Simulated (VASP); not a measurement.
Data:

```
CELL_PARAMETERS angstrom
      0.00000     3.30480     3.30480
      3.30480     0.00000     3.30480
      3.30480     3.30480     0.00000
ATOMIC_POSITIONS crystal
  Cd 0.00000 0.00000 0.00000
  Te 0.25000 0.25000 0.25000
```

Method: PBE GGA, VASP's PBE PAW potentials (set 64) (plane waves; VASP 6.6.1). Numerical set-up: 200 eV cut-off, 6×6×6 Γ-centred mesh, Gaussian smearing of 0.050 eV, potentials Cd Te.

At this cut-off the stress carries a Pulay error, which pulls relaxed volumes low.

Q: Give the stress tensor in GPa (positive for a compressed cell).

A: 
```
-34.01    0.00    0.00
  0.00  -34.01    0.00
  0.00    0.00  -34.01
```
The pressure is its mean diagonal, -34.01 GPa.

The compound is CdTe in the zinc blende structure. The cell was not relaxed at this level. The run is one of a series of settings (ENCUT = 200 against the base run), some of them coarse on purpose.
